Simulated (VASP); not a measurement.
## GaN (space group F-43m): computed properties

Calculation: PBEsol GGA, VASP's PBE PAW potentials (set 64) (plane waves; VASP).

```yaml
space_group: F-43m (216)
cell: a = 4.4959 Å, b = 4.4959 Å, c = 4.4959 Å, α = 90.00°, β = 90.00°, γ = 90.00°
volume_per_atom: 11.36 Å³/atom
band gap (over mesh and band path): 1.73 eV
smallest direct gap (over mesh and band path): 1.73 eV
hill_bulk_modulus: 187 GPa
hill_shear_modulus: 107 GPa
Poisson's ratio: 0.261
band_edge_character_without_spin_orbit_coupling: direct, Γ to Γ
band_gap_with_spin_orbit_coupling: 1.72 eV
density: 6.12 g/cm³
C11: 270 GPa
C12: 146 GPa
C44: 153 GPa
```

```cif
data_Ga4N4
_chemical_formula_sum 'Ga4 N4'
_space_group_name_H-M_alt 'F-43m'
_space_group_IT_number 216
_space_group_name_Hall 'F -4 2 3'
_cell_length_a 4.49595
_cell_length_b 4.49595
_cell_length_c 4.49595
_cell_angle_alpha 90.000
_cell_angle_beta 90.000
_cell_angle_gamma 90.000
loop_
_atom_site_label
_atom_site_type_symbol
_atom_site_symmetry_multiplicity
_atom_site_Wyckoff_symbol
_atom_site_fract_x
_atom_site_fract_y
_atom_site_fract_z
_atom_site_occupancy
Ga1 Ga 4 a 0.00000 0.00000 0.00000 1
N1 N 4 c 0.25000 0.25000 0.25000 1
```
(The calculation used a cell of 2 atoms; values per cell refer to that cell.)

The structure comes from a computed database's GaN entry (F-43m); how it stands against other phases isn't given here. It was relaxed first. Symmetry was kept, so distortions that lower it aren't found.
